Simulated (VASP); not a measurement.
An input for Ansatz (written as the equivalent of a VASP run, and not itself run):

Ansatz 0.2 input:
```yaml
crystal:
  lattice:
    - [-3.1691560, 3.1691560, 1.7291290]
    - [3.1691560, -3.1691560, 1.7291290]
    - [3.1691560, 3.1691560, -1.7291290]
  atoms:
    - { symbol: Y, position: [0.7500000, 0.2500000, 0.5000000] }
    - { symbol: Y, position: [0.0000000, 0.0000000, 0.0000000] }
kpoints:
  mp_grid: { grid: [11, 11, 11] }
hamiltonian:
  xc: pbesol
  pseudopotentials: { kind: paw }
scf:
  occupations: { method: methfessel_paxton, width: 0.1 }
  max_iter: 100
relax:
  max_steps: 60
  f_tol: 0.01
  cell: {}
output: { forces: true, stress: true, eigenvalues: true }
```

**Question.** Write the VASP files for the same calculation (PBEsol).

**Answer.** One answer among several that fit: 
### POSCAR
```
Y
1.0
 -3.1691560000   3.1691560000   1.7291290000
  3.1691560000  -3.1691560000   1.7291290000
  3.1691560000   3.1691560000  -1.7291290000
Y
2
Cartesian
  0.0000000000   3.1691560000   0.8645645000
  0.0000000000   0.0000000000   0.0000000000
```

### INCAR
```
IBRION = 2   ! conjugate gradients
ISIF = 3   ! ions, shape and volume
SYSTEM = Y
NSW = 60
SIGMA = 0.1
ENCUT = 400
EDIFF = 1E-6
LASPH = T   ! aspherical one-centre terms
PREC = Accurate
LMAXMIX = 4   ! l cut-off of mixed one-centre charges
LWAVE = F
NELM = 100
ISMEAR = 1
LCHARG = F
GGA = PS
LREAL = F   ! projection in real space or not
ALGO = Normal   ! blocked Davidson
EDIFFG = -0.01   ! ionic stop
```

**KPOINTS**
```
Automatic
0
G
11 11 11
```

POTCAR, in this order: Y_sv (PBE.64 set). Program: vasp_std.

The two are equivalent in intent, not identical: each code has its own PAW files, so the cut-off isn't converted (ENCUT is set for VASP's; basis.ecutwfc is left out, and Ansatz then takes the one that its files recommend); Ansatz stops its SCF on the density residual and VASP on the energy change (EDIFF).

The structure was generated: Y was put into the beta-Sn type (I4_1/amd), which need not be its known phase. This run relaxes it. Symmetry was kept, so distortions that lower it aren't found.
